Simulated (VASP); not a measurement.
Output of a VASP run:

File OSZICAR:
```
...
RMM:   6    -0.312465508741E+03    0.43898E-04   -0.33415E-04  1527   0.358E-02    0.585E-02
RMM:   7    -0.312465523766E+03   -0.15025E-04   -0.11088E-04  1346   0.199E-02    0.339E-02
RMM:   8    -0.312465522020E+03    0.17456E-05   -0.26857E-05  1012   0.949E-03
  11 F= -.31246552E+03 E0= -.31245260E+03  d E =-.759333E-02  mag=     3.0000
       N       E                     dE             d eps       ncg     rms          rms(c)
DAV:   1    -0.312464674685E+03    0.84908E-03   -0.26960E-01  1712   0.936E-01    0.988E-02
RMM:   2    -0.312465534804E+03   -0.86012E-03   -0.90535E-03  1558   0.159E-01    0.572E-02
RMM:   3    -0.312465561919E+03   -0.27115E-04   -0.92227E-04  1557   0.599E-02    0.347E-02
RMM:   4    -0.312465563797E+03   -0.18789E-05   -0.11203E-04  1355   0.213E-02    0.290E-02
RMM:   5    -0.312465558474E+03    0.53240E-05   -0.24846E-05   997   0.104E-02
  12 F= -.31246556E+03 E0= -.31245269E+03  d E =-.762978E-02  mag=     3.0000
       N       E                     dE             d eps       ncg     rms          rms(c)
DAV:   1    -0.312457632696E+03    0.79311E-02   -0.36242E+00  1560   0.356E+00    0.349E-01
RMM:   2    -0.312467901634E+03   -0.10269E-01   -0.10795E-01  1554   0.596E-01    0.218E-01
RMM:   3    -0.312468230517E+03   -0.32888E-03   -0.11449E-02  1571   0.222E-01    0.138E-01
RMM:   4    -0.312468236599E+03   -0.60821E-05   -0.13730E-03  1563   0.790E-02    0.113E-01
RMM:   5    -0.312468155739E+03    0.80860E-04   -0.28497E-04  1520   0.368E-02    0.666E-02
RMM:   6    -0.312468144240E+03    0.11499E-04   -0.95428E-05  1335   0.181E-02    0.314E-02
RMM:   7    -0.312468149407E+03   -0.51664E-05   -0.34229E-05  1074   0.108E-02
  13 F= -.31246815E+03 E0= -.31245533E+03  d E =-.259093E-02  mag=     3.0000
       N       E                     dE             d eps       ncg     rms          rms(c)
DAV:   1    -0.312467478007E+03    0.66623E-03   -0.22564E-01  1664   0.888E-01    0.967E-02
RMM:   2    -0.312468124621E+03   -0.64661E-03   -0.68624E-03  1556   0.151E-01    0.582E-02
RMM:   3    -0.312468148994E+03   -0.24373E-04   -0.74127E-04  1557   0.565E-02    0.362E-02
RMM:   4    -0.312468150769E+03   -0.17752E-05   -0.92124E-05  1393   0.204E-02
  14 F= -.31246815E+03 E0= -.31245532E+03  d E =-.259230E-02  mag=     3.0000
       N       E                     dE             d eps       ncg     rms          rms(c)
DAV:   1    -0.312468021435E+03    0.12756E-03   -0.50319E-02  1600   0.420E-01    0.433E-02
RMM:   2    -0.312468176161E+03   -0.15473E-03   -0.16430E-03  1550   0.742E-02    0.302E-02
RMM:   3    -0.312468179187E+03   -0.30269E-05   -0.16268E-04  1471   0.275E-02    0.133E-02
RMM:   4    -0.312468179706E+03   -0.51866E-06   -0.19245E-05   925   0.978E-03
  15 F= -.31246818E+03 E0= -.31245536E+03  d E =-.262123E-02  mag=     3.0000
       N       E                     dE             d eps       ncg     rms          rms(c)
DAV:   1    -0.312466451672E+03    0.17275E-02   -0.13413E+00  1568   0.217E+00    0.188E-01
RMM:   2    -0.312469274878E+03   -0.28232E-02   -0.30007E-02  1569   0.321E-01    0.125E-01
RMM:   3    -0.312469384650E+03   -0.10977E-03   -0.33165E-03  1565   0.118E-01    0.888E-02
RMM:   4    -0.312469378211E+03    0.64387E-05   -0.39721E-04  1542   0.423E-02    0.602E-02
RMM:   5    -0.312469349125E+03    0.29087E-04   -0.95191E-05  1344   0.201E-02    0.306E-02
RMM:   6    -0.312469348204E+03    0.92031E-06   -0.38110E-05  1078   0.113E-02
  16 F= -.31246935E+03 E0= -.31245650E+03  d E =-.116850E-02  mag=     3.0000
```

File OUTCAR:
```
------------------------ aborting loop because EDIFF is reached ----------------------------------------
  FORCE on cell =-STRESS in cart. coord.  units (eV):
  Direction    XX          YY          ZZ          XY          YZ          ZX
  --------------------------------------------------------------------------------------
  Total      -18.9539543    -18.8085301    -21.0324539      0.3269580     -0.1213043     -0.1932803
  in kB      -34.0435985    -33.7823989    -37.7768356      0.5872562     -0.2178773     -0.3471547
  external PRESSURE =     -35.2009443 kB  Pullay stress =       0.0000000 kB
  volume of cell :      892.02
      direct lattice vectors                 reciprocal lattice vectors
     4.932320695 -8.543031402  0.000000000     0.101372159 -0.058527234  0.000000000
     4.932320695  8.543031402  0.000000000     0.101372159  0.058527234  0.000000000
     0.000000000  0.000000000 10.584775419     0.000000000  0.000000000  0.094475316
  FREE ENERGIE OF THE ION-ELECTRON SYSTEM (eV)
  ---------------------------------------------------
  free  energy   TOTEN  =      -312.4693482045 eV

  energy  without entropy=     -312.4436597717  energy(sigma->0) =     -312.45650399

 total charge

# of ion       s       p       d       tot
------------------------------------------
    1        0.454   0.466   9.876  10.796
    2        0.450   0.459   9.885  10.794
    3        0.453   0.467   9.880  10.800
    4        0.458   0.476   9.878  10.811
    5        0.449   0.456   9.886  10.790
    6        0.449   0.456   9.886  10.791
    7        0.449   0.454   9.885  10.788
    8        0.450   0.456   9.885  10.791
    9        0.449   0.454   9.884  10.787
   10        0.450   0.459   9.885  10.795
   11        0.449   0.454   9.884  10.787
   12        0.455   0.470   9.880  10.806
   13        0.454   0.466   9.876  10.796
   14        0.444   0.444   9.882  10.769
   15        0.453   0.467   9.880  10.800
   16        0.445   0.435   9.888  10.768
   17        0.450   0.457   9.886  10.792
   18        0.453   0.468   9.883  10.804
   19        0.449   0.442   9.890  10.781
   20        0.447   0.452   9.885  10.785
   21        0.450   0.459   9.885  10.794
   22        0.449   0.455   9.885  10.788
   23        0.455   0.470   9.880  10.805
   24        0.447   0.451   9.881  10.779
   25        0.450   0.459   9.885  10.794
   26        0.449   0.457   9.884  10.790
   27        0.458   0.476   9.878  10.811
   28        0.449   0.456   9.886  10.791
   29        0.450   0.457   9.886  10.793
   30        0.449   0.454   9.885  10.788
   31        0.449   0.442   9.890  10.781
   32        0.447   0.453   9.885  10.785
   33        0.448   0.454   9.885  10.788
   34        0.449   0.455   9.885  10.789
   35        0.447   0.451   9.882  10.780
   36        1.584   3.417   0.000   5.001
   37        1.578   3.448   0.000   5.026
   38        1.578   3.450   0.000   5.028
   39        1.577   3.451   0.000   5.028
   40        1.577   3.455   0.000   5.032
   41        1.577   3.453   0.000   5.030
   42        1.577   3.453   0.000   5.030
   43        1.578   3.449   0.000   5.026
   44        1.577   3.449   0.000   5.026
   45        1.577   3.451   0.000   5.028
   46        1.577   3.451   0.000   5.029
   47        1.577   3.451   0.000   5.028
   48        1.584   3.417   0.000   5.001
...
```
(Selected blocks of OUTCAR.)

**POSCAR**
```
Zn35FO35
1
    4.9323206951    -8.5430314022     0.0000000000
    4.9323206951     8.5430314022     0.0000000000
    0.0000000000     0.0000000000    10.5847754187
Zn O F
35 35 1
Direct
  0.2222220000   0.1111110000   0.2500000000
  0.1111110000   0.2222220000   0.0000000000
  0.2222220000   0.1111110000   0.7500000000
  0.1111110000   0.2222220000   0.5000000000
  0.2222220000   0.4444440000   0.2500000000
  0.1111110000   0.5555560000   0.0000000000
  0.2222220000   0.4444440000   0.7500000000
  0.1111110000   0.5555560000   0.5000000000
  0.2222220000   0.7777780000   0.2500000000
  0.1111110000   0.8888890000   0.0000000000
  0.2222220000   0.7777780000   0.7500000000
  0.1111110000   0.8888890000   0.5000000000
  0.5555560000   0.1111110000   0.2500000000
  0.4444440000   0.2222220000   0.0000000000
  0.5555560000   0.1111110000   0.7500000000
  0.5555560000   0.4444440000   0.2500000000
  0.4444440000   0.5555560000   0.0000000000
  0.5555560000   0.4444440000   0.7500000000
  0.4444440000   0.5555560000   0.5000000000
  0.5555560000   0.7777780000   0.2500000000
  0.4444440000   0.8888890000   0.0000000000
  0.5555560000   0.7777780000   0.7500000000
  0.4444440000   0.8888890000   0.5000000000
  0.8888890000   0.1111110000   0.2500000000
  0.7777780000   0.2222220000   0.0000000000
  0.8888890000   0.1111110000   0.7500000000
  0.7777780000   0.2222220000   0.5000000000
  0.8888890000   0.4444440000   0.2500000000
  0.7777780000   0.5555560000   0.0000000000
  0.8888890000   0.4444440000   0.7500000000
  0.7777780000   0.5555560000   0.5000000000
  0.8888890000   0.7777780000   0.2500000000
  0.7777780000   0.8888890000   0.0000000000
  0.8888890000   0.7777780000   0.7500000000
  0.7777780000   0.8888890000   0.5000000000
  0.2228780000   0.1087840000   0.4370080000
  0.1111110000   0.2222220000   0.1910000000
  0.2222220000   0.1111110000   0.9410000000
  0.1111110000   0.2222220000   0.6910000000
  0.2222220000   0.4444440000   0.4410000000
  0.1111110000   0.5555560000   0.1910000000
  0.2222220000   0.4444440000   0.9410000000
  0.1111110000   0.5555560000   0.6910000000
  0.2222220000   0.7777780000   0.4410000000
  0.1111110000   0.8888890000   0.1910000000
  0.2222220000   0.7777780000   0.9410000000
  0.1111110000   0.8888890000   0.6910000000
  0.5559120000   0.1106390000   0.4432530000
  0.4444440000   0.2222220000   0.1910000000
  0.5555560000   0.1111110000   0.9410000000
  0.4460980000   0.2213810000   0.6871910000
  0.4444440000   0.5555560000   0.1910000000
  0.5555560000   0.4444440000   0.9410000000
  0.4444440000   0.5555560000   0.6910000000
  0.5555560000   0.7777780000   0.4410000000
  0.4444440000   0.8888890000   0.1910000000
  0.5555560000   0.7777780000   0.9410000000
  0.4444440000   0.8888890000   0.6910000000
  0.8888890000   0.1111110000   0.4410000000
  0.7777780000   0.2222220000   0.1910000000
  0.8888890000   0.1111110000   0.9410000000
  0.7777780000   0.2222220000   0.6910000000
  0.8888890000   0.4444440000   0.4410000000
  0.7777780000   0.5555560000   0.1910000000
  0.8888890000   0.4444440000   0.9410000000
  0.7777780000   0.5555560000   0.6910000000
  0.8888890000   0.7777780000   0.4410000000
  0.7777780000   0.8888890000   0.1910000000
  0.8888890000   0.7777780000   0.9410000000
  0.7777780000   0.8888890000   0.6910000000
  0.5596100000   0.4456830000   0.4371690000
```

Reconstruct the remaining input files.

Several could match; the one computed here: the input of the run itself, PBE GGA, plane waves, VASP's PBE PAW potentials (set 64).

INCAR:
```
SYSTEM = Zn35FO35
PREC = Normal
ENCUT = 400
EDIFF = 1E-5
NELM = 100
ALGO = Fast
LREAL = Auto
LASPH = .TRUE.
ISMEAR = 0
SIGMA = 0.05
GGA = PE
LMAXMIX = 4
LWAVE = .TRUE.
LCHARG = .FALSE.
NELMIN = 4
ISYM = 0
ISPIN = 2
NUPDOWN = 3
MAGMOM = 71*0.0423
LORBIT = 10
IBRION = 2
ISIF = 2
NSW = 70
EDIFFG = -0.03
```

KPOINTS:
```
Automatic mesh
0
Gamma
1 1 1
0 0 0
```

POTCAR, in this order: Zn O F (PBE.64 set). Program: vasp_gam.

At this cut-off the stress carries a Pulay error, which pulls relaxed volumes low. The supercell is sampled at Γ alone, which is coarse: total energies, pressure and levels can be off, energies of defects by several tenths of an eV.

The cell is a supercell with a defect, built from ZnO (wurtzite): F_O-vac_Zn.
